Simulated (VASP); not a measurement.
OSZICAR of a VASP run on GaN (relaxed from the zinc blende structure, space group F-43m):

**OSZICAR**
```
       N       E                     dE             d eps       ncg     rms          rms(c)
DAV:   1     0.929737190338E+02    0.92974E+02   -0.10617E+04  1323   0.275E+03
DAV:   2    -0.684903932250E+01   -0.99823E+02   -0.93352E+02  1370   0.381E+02
DAV:   3    -0.147989107972E+02   -0.79499E+01   -0.78886E+01  1412   0.979E+01
DAV:   4    -0.149414951887E+02   -0.14258E+00   -0.14247E+00  1422   0.141E+01
DAV:   5    -0.149442111133E+02   -0.27159E-02   -0.27158E-02  1387   0.169E+00    0.721E+00
DAV:   6    -0.131545710588E+02    0.17896E+01   -0.51920E+00  1878   0.492E+01    0.262E+00
DAV:   7    -0.131459561120E+02    0.86149E-02   -0.31789E-01  1227   0.730E+00    0.169E+00
DAV:   8    -0.131290894433E+02    0.16867E-01   -0.63310E-02  1457   0.370E+00    0.684E-01
DAV:   9    -0.131250484716E+02    0.40410E-02   -0.18162E-02  1883   0.333E+00    0.163E-01
DAV:  10    -0.131251512663E+02   -0.10279E-03   -0.14643E-03  1438   0.645E-01    0.647E-02
DAV:  11    -0.131251263206E+02    0.24946E-04   -0.15605E-04  1793   0.240E-01    0.101E-02
DAV:  12    -0.131251281829E+02   -0.18622E-05   -0.12268E-05  1418   0.524E-02    0.340E-03
DAV:  13    -0.131251280751E+02    0.10780E-06   -0.47082E-07   651   0.803E-03
   1 F= -.12415900E+02 E0= -.12415900E+02  d E =-.124159E+02
       N       E                     dE             d eps       ncg     rms          rms(c)
DAV:   1    -0.135344630741E+02   -0.40933E+00   -0.56297E+00  1432   0.666E+01    0.414E+00
DAV:   2    -0.131782335687E+02    0.35623E+00   -0.62609E-01  1477   0.287E+01    0.180E+00
DAV:   3    -0.130971412583E+02    0.81092E-01   -0.81578E-02  1512   0.107E+01    0.485E-01
DAV:   4    -0.130858879794E+02    0.11253E-01   -0.14079E-02  1556   0.213E+00    0.645E-02
DAV:   5    -0.130858754625E+02    0.12517E-04   -0.11032E-03  1676   0.541E-01    0.255E-02
DAV:   6    -0.130858715042E+02    0.39582E-05   -0.42084E-05  1405   0.739E-02    0.128E-02
DAV:   7    -0.130858711451E+02    0.35914E-06   -0.68753E-06  1382   0.538E-02
   2 F= -.12414001E+02 E0= -.12414001E+02  d E =0.189863E-02
       N       E                     dE             d eps       ncg     rms          rms(c)
DAV:   1    -0.132367568822E+02   -0.15089E+00   -0.16337E+00  1402   0.383E+01    0.209E+00
DAV:   2    -0.131437037603E+02    0.93053E-01   -0.14924E-01  1472   0.135E+01    0.956E-01
DAV:   3    -0.131196828964E+02    0.24021E-01   -0.29377E-02  1447   0.691E+00    0.215E-01
DAV:   4    -0.131169101488E+02    0.27727E-02   -0.43716E-03  1544   0.102E+00    0.297E-02
DAV:   5    -0.131169028086E+02    0.73403E-05   -0.79103E-05  1570   0.136E-01    0.197E-02
DAV:   6    -0.131169016546E+02    0.11539E-05   -0.41351E-06  1372   0.410E-02    0.147E-02
DAV:   7    -0.131169012492E+02    0.40539E-06   -0.90178E-07   786   0.217E-02
   3 F= -.12425616E+02 E0= -.12425616E+02  d E =-.971683E-02
```

Task: Which electronic solver shows in the log?

Result: It is blocked Davidson (ALGO = Normal, or the opening steps of other solvers). The INCAR had ALGO = Normal.

Task: Can the final energy be trusted as converged?

Result: The run converged. It stopped with EDIFF = 1E-6, NELM = 100, NSW = 40 and EDIFFG = -0.02 after 3 ionic steps (PBEsol GGA, plane waves, VASP's PBE PAW potentials (set 64)). Energy and stress use the plane-wave basis of the starting cell.

The structure was generated: GaN was put into the zinc blende type (F-43m), which need not be its known phase. This run relaxes it under an external pressure of 5 GPa. Symmetry was kept, so distortions that lower it aren't found.
